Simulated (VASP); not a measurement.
The system is P.

```
P
1.0
     1.65820   -5.24200    0.00000
     1.65820    5.24200    0.00000
     0.00000    0.00000    4.37930
P
4
Direct
  0.89838 0.10162 0.08068
  0.60162 0.39838 0.58068
  0.10162 0.89838 0.91932
  0.39838 0.60162 0.41932
```

| Item | Value |
| --- | --- |
| Program | VASP 6.6.1 |
| Task | relaxation of cell and atoms |
| Functional | PBEsol |
| Potentials or basis | VASP PAW PBE potentials, release 64 (P) |
| Cutoff | 520 eV |
| k mesh | 10 × 10 × 8 |
| Occupations | gaussian, width 0.02 eV |
| Spin | no spin polarisation |

At the start: pressure -1.0 GPa; volume 19.03 Å³/atom.

How do energy, volume and symmetry change on relaxing?

Over 22 steps the energy falls by 4.5 meV/atom and the volume is 18.01 Å³/atom (-5.4 %); space group Cmce (No. 64, to 0.05 Å).

The path:
```csv
step,energy change (eV),largest force (eV/Å),pressure (GPa),volume (Å³)
1,0.0000,0.0687,-0.98,76.13
2,-0.0056,0.1581,0.26,74.86
3,-0.0056,0.1537,0.19,74.92
4,-0.0090,0.0477,-0.08,74.62
5,-0.0094,0.0072,-0.21,74.47
6,-0.0130,0.0364,-0.22,73.96
7,-0.0166,0.1015,-0.18,72.76
8,-0.0168,0.1051,0.25,71.93
9,-0.0178,0.0226,0.03,72.34
10,-0.0178,0.0220,0.03,72.34
11,-0.0179,0.0027,-0.09,72.31
12,-0.0179,0.0066,-0.12,72.30
13,-0.0180,0.0059,-0.08,72.20
14,-0.0180,0.0112,-0.01,72.03
15,-0.0180,0.0024,0.02,72.00
16,-0.0180,0.0017,0.03,72.00
17,-0.0181,0.0004,0.00,72.02
18,-0.0181,0.0005,0.00,72.02
19,-0.0181,0.0007,-0.01,72.03
20,-0.0181,0.0006,-0.01,72.02
21,-0.0181,0.0006,-0.01,72.02
22,-0.0181,0.0008,0.00,72.02
```

Final structure:
```yaml
crystal:
  lattice:
    - [1.65745, -5.15633, 0.00000]
    - [1.65745, 5.15633, 0.00000]
    - [0.00000, 0.00000, 4.21362]
  atoms:
    - { symbol: P, position: [0.89520, 0.10480, 0.07383] }
    - { symbol: P, position: [0.60480, 0.39520, 0.57383] }
    - { symbol: P, position: [0.10480, 0.89520, 0.92617] }
    - { symbol: P, position: [0.39520, 0.60480, 0.42617] }
```

Caveat: the PAW data sets were made with another functional, which shifts forces and pressure a little.
